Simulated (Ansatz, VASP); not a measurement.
## Two plane-wave programs on Ga4AsN3

```
N Ga As
1.0
     4.84782    0.00000    0.00000
     0.00000    4.84782    0.00000
     0.00000    0.00000    4.84782
N Ga As
3 4 1
Direct
  0.50000 0.00000 0.00000
  0.00000 0.50000 0.00000
  0.00000 0.00000 0.50000
  0.22699 0.77301 0.77301
  0.77301 0.22699 0.77301
  0.77301 0.77301 0.22699
  0.22699 0.22699 0.22699
  0.50000 0.50000 0.50000
```

Alike in both runs: task single point; functional r2SCAN; k mesh 4 × 4 × 4; occupations fermi-dirac, width 0.02 eV; no spin polarisation.

|  | VASP | Ansatz |
| --- | --- | --- |
| version | VASP 6.6.1 | Ansatz 0.2.0 |
| potentials or method | VASP PAW PBE potentials, release 64 (N, Ga_d, As) | plane waves, PAW |
| plane-wave cutoff (eV) | 520 | 500 |
| valence electrons in the cell | 72 | 82 |

VASP gave:

* pressure (GPa): -3.4
* rms of the force components (eV/Å): 0.029

**Question.** Estimate Ansatz's values.

**Answer.** Pressure (GPa): -4.0; rms of the force components (eV/Å): 0.010.

With one functional, cell and mesh, what is left measures potentials, basis and numerics. The two sets of potentials don't hold the same shells in valence.

Caveats: the PAW data sets were made with another functional, which shifts forces and pressure a little (VASP).
